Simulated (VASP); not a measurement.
Here is the system:

```
CELL_PARAMETERS angstrom
      2.14011     1.23559    10.18773
     -2.14011     1.23559    10.18773
      0.00000    -2.47119    10.18773
ATOMIC_POSITIONS crystal
  Bi 0.39844 0.39844 0.39844
  Bi 0.60156 0.60156 0.60156
  Se 0.00000 0.00000 0.00000
  Se 0.21572 0.21572 0.21572
  Se 0.78428 0.78428 0.78428
```

Method: HSE06 screened hybrid, VASP's PBE PAW potentials (set 64) (plane waves; VASP). Run with 300 eV cut-off, 3×3×3 Γ-centred mesh, Gaussian smearing of 0.050 eV, potentials Bi_d Se.

At this cut-off the stress carries a Pulay error, which pulls relaxed volumes low.

### Question
Which forces act on the atoms, in eV/Å?

### Answer

| atom | Fx | Fy | Fz |
|---|---|---|---|
| Bi1 | 0.000 | 0.000 | 0.434 |
| Bi2 | 0.000 | 0.000 | -0.434 |
| Se3 | 0.000 | 0.000 | 0.000 |
| Se4 | 0.000 | 0.000 | 0.977 |
| Se5 | 0.000 | 0.000 | -0.977 |

### Question
Give the stress tensor in GPa (positive for a compressed cell).

### Answer

```
-5.00   0.00   0.00
 0.00  -5.00   0.00
 0.00   0.00  -5.32
```
The pressure is its mean diagonal, -5.10 GPa.

The structure comes from a computed database's Bi2Se3 entry; how it stands against other phases isn't given here. The cell was not relaxed at this level. The k-mesh is coarse (spacing up to 0.57 per Å, 2π included), so the numbers may not be converged in it.
